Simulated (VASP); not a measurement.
Input:

```yaml
crystal:
  lattice:
    - [1.79136, -5.15657, 0.00000]
    - [1.81717, 5.16560, 0.00000]
    - [0.00000, 0.00000, 3.96807]
  atoms:
    - { symbol: Te, position: [0.64392, 0.35608, 0.25000] }
    - { symbol: Te, position: [0.35608, 0.64392, 0.75000] }
    - { symbol: Rh, position: [0.90466, 0.09534, 0.25000] }
    - { symbol: Rh, position: [0.09534, 0.90466, 0.75000] }
```

All values below come from PBEsol GGA, VASP's PBE PAW potentials (set 64) (plane waves; VASP). Run with 480 eV cut-off, 8×8×8 Γ-centred mesh, first-order Methfessel-Paxton smearing of 0.10 eV, potentials Te Rh_pv.

Give the force on each atom (eV/Å).

```tsv
atom	Fx	Fy	Fz
Te1	-0.012	0.034	0.000
Te2	0.012	-0.034	0.000
Rh3	0.020	0.086	0.000
Rh4	-0.020	-0.086	0.000
```

Give the stress tensor in GPa (positive for a compressed cell).

```
 0.44  -0.10   0.00
-0.10   0.49   0.00
 0.00   0.00   0.03
```
The pressure is its mean diagonal, 0.32 GPa.

The structure was generated: TeRh was put into the CrB type (Cmcm), which need not be its known phase. This cell was strained or had an atom moved on purpose.
